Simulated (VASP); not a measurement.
Given:

```
CELL_PARAMETERS angstrom
      3.27943     0.00000     0.00000
      0.00000     3.28653     0.00000
      0.00000     0.00000     3.18348
ATOMIC_POSITIONS crystal
  In 0.50000 0.50000 0.50000
  Pd 0.02627 0.00000 0.00000
```

Computed with r2SCAN meta-GGA, VASP's PBE PAW potentials (set 64) (plane waves; VASP 6.6.1). Run with 400 eV cut-off, 10×10×10 Γ-centred mesh, first-order Methfessel-Paxton smearing of 0.10 eV, potentials In_d Pd.

Give the force on each atom (eV/Å).

```csv
atom,Fx,Fy,Fz
In1,0.401,0.000,0.000
Pd2,-0.401,0.000,0.000
```

Give the stress tensor in GPa (positive for a compressed cell).

```
3.18  0.00  0.00
0.00  3.42  0.00
0.00  0.00  3.47
```
The pressure is its mean diagonal, 3.35 GPa.

The compound is PdIn in the CsCl type structure. The cell was not relaxed at this level, atoms are displaced from their ideal sites. The run is one of a series of settings (GGA removed, LMIXTAU = .TRUE., METAGGA = R2SCAN against the base run), some of them coarse on purpose. The electron count is odd and the run is not spin-polarised, which forces a metal.
